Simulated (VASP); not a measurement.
Energy against volume of Tc (hcp). Computed with PBE GGA with D3 dispersion (Becke-Johnson damping), VASP's PBE PAW potentials (set 64) (plane waves; VASP). Numerical set-up: 520 eV cut-off, 15×15×8 Γ-centred mesh, first-order Methfessel-Paxton smearing of 0.10 eV, potentials Tc_pv.

Shape and ions are relaxed at each volume.

| V (Å³/atom) | E (eV/atom) |
|---|---|
| 13.634 | -10.97542 |
| 14.055 | -10.98945 |
| 14.477 | -10.97811 |
| 14.899 | -10.94526 |

Task: Fit these four points and predict the energy of the run at 13.212 Å³/atom.

Result: A cubic in V^(−2/3), the third-order Birch-Murnaghan form, passes through the four points with V0 = 14.07 Å³/atom and B0 = 320 GPa, and gives -10.9313 eV/atom there. The run gave -10.9316 eV/atom, -0.3 meV/atom from the fit; all five points give B0 = 319 GPa.

The compound is Tc in the hcp structure. It was relaxed first.
